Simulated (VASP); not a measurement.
Here is the system:

```
FePt
1.0
    2.62678     0.00000     0.00000
    0.00000     2.62678     0.00000
    0.00000     0.00000     3.62764
Fe Pt
1 1
Direct
  0.00000   0.00000   0.00000
  0.50000   0.50000   0.50000
```
Starting moments (μB, in the order of the record's atoms Fe Pt): 2.9 0.3.

Calculation: PBE GGA, VASP's PBE PAW potentials (set 64) (plane waves; VASP). Numerical set-up: 500 eV cut-off, 14×14×10 Γ-centred mesh, first-order Methfessel-Paxton smearing of 0.10 eV, potentials Fe Pt.

Unless said otherwise, spin-orbit coupling is left out, though it shifts the bands of the heavy elements here.

Q: What does the run give for the cell moment, energy per atom (σ→0), pressure, band gap (on the k-mesh) with the smallest direct gap where there is one?

A: 
| Quantity | Value |
|---|---|
| band gap (on the k-mesh) | none (metal, semimetal or under 0.01 eV) |
| cell moment | 3.09 μB |
| energy per atom (σ→0) | -7.278 eV/atom |
| pressure | 29.95 GPa |

Q: Give the moment on each site (PAW-sphere projection).

A: 
```tsv
site	moment (μB)
Fe1	2.73
Pt2	0.31
```

Only differences to runs with the same potentials and settings are physical.

The compound is FePt in the L1_0 structure. It was relaxed first under an external pressure of 30 GPa.
